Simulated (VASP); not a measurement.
An input for Ansatz (written as the equivalent of a VASP run, and not itself run):

Ansatz 0.2 input:
```yaml
crystal:
  lattice:
    - [3.3416962, 0.0000000, 0.0000000]
    - [-1.6708481, 2.8939934, 0.0000000]
    - [0.0000000, 0.0000000, 3.0428960]
  atoms:
    - { symbol: Y, position: [1.0000000, 0.0000000, 0.0000000] }
    - { symbol: N, position: [0.6666670, 0.3333330, 0.5000000] }
kpoints:
  mp_grid: { grid: [8, 8, 8] }
hamiltonian:
  xc: r2scan
  pseudopotentials: { kind: paw }
scf:
  occupations: { method: gaussian, width: 0.05 }
  max_iter: 100
relax:
  max_steps: 60
  f_tol: 0.01
  cell: {}
output: { forces: true, stress: true, eigenvalues: true }
```

Problem. Write the VASP files for the same calculation (r2SCAN).

Solution. This is not unique; one that fits is 
**KPOINTS**
```
Automatic mesh
0
Gamma
8 8 8
0 0 0
```

POSCAR:
```
YN
1
    3.3416961712    -0.0000000000    -0.0000000000
   -1.6708480856     2.8939934158     0.0000000000
    0.0000000000    -0.0000000000     3.0428960141
Y N
1 1
Direct
  1.0000000000   0.0000000000   0.0000000000
  0.6666670000   0.3333330000   0.5000000000
```

INCAR:
```
SYSTEM = YN
PREC = Accurate
ENCUT = 520
EDIFF = 1E-6
NELM = 100
ALGO = Normal
LREAL = .FALSE.
LASPH = .TRUE.
ISMEAR = 0
SIGMA = 0.05
METAGGA = R2SCAN
LMIXTAU = .TRUE.
LMAXMIX = 4
LWAVE = .FALSE.
LCHARG = .FALSE.
IBRION = 2
ISIF = 3
NSW = 60
EDIFFG = -0.01
```

POTCAR, in this order: Y_sv N (PBE.64 set). Program: vasp_std.

Limits of the translation: each code has its own PAW files, so the cut-off isn't converted (ENCUT is set for VASP's; basis.ecutwfc is left out, and Ansatz then takes the one that its files recommend); Ansatz stops its SCF on the density residual and VASP on the energy change (EDIFF).

The structure was generated: YN was put into the WC type (P-6m2), which need not be its known phase. This run relaxes it. Symmetry was kept, so distortions that lower it aren't found. The start is the result of an earlier pass.
